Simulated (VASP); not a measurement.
Input of a VASP 6.6.1 run:

The input INCAR:

```
ALGO = Normal
EDIFF = 1E-6
ENCUT = 520
GGA = PE
ISIF = 2
ISMEAR = 0
LASPH = T
LCHARG = F
LREAL = F
LWAVE = F
NBANDS = 21
NELM = 100
PREC = Accurate
SIGMA = 0.05
```

KPOINTS

```
k-points
0
Gamma
  4 4 4
```

POSCAR

```
Mg3GeSe
1.0
    5.3142747683      0.0000000000      0.0000000000
    0.0000000000      5.3142747683      0.0000000000
    0.0000000000      0.0000000000      5.3142747683
Ge Se Mg
1 1 3
Direct
    0.0000000000      0.0000000000      0.0000000000
    0.5000000000      0.5000000000      0.5000000000
    0.5000000000      0.5000000000      0.0000000000
    0.5000000000      0.0000000000      0.5000000000
    0.0000000000      0.5000000000      0.5000000000
```

Potentials or basis: VASP PAW PBE potentials, release 64 (Ge_d, Se, Mg).

Launch:

```bash
$ cat potpaw_PBE.64/Ge_d/POTCAR potpaw_PBE.64/Se/POTCAR potpaw_PBE.64/Mg/POTCAR > POTCAR
$ mpirun -np 1 vasp_std > vasp.out
```

Task: Estimate the band gap on the k mesh.

Result: None (metal or under the smearing width).

Task: Estimate the pressure.

Result: -5.1 GPa.
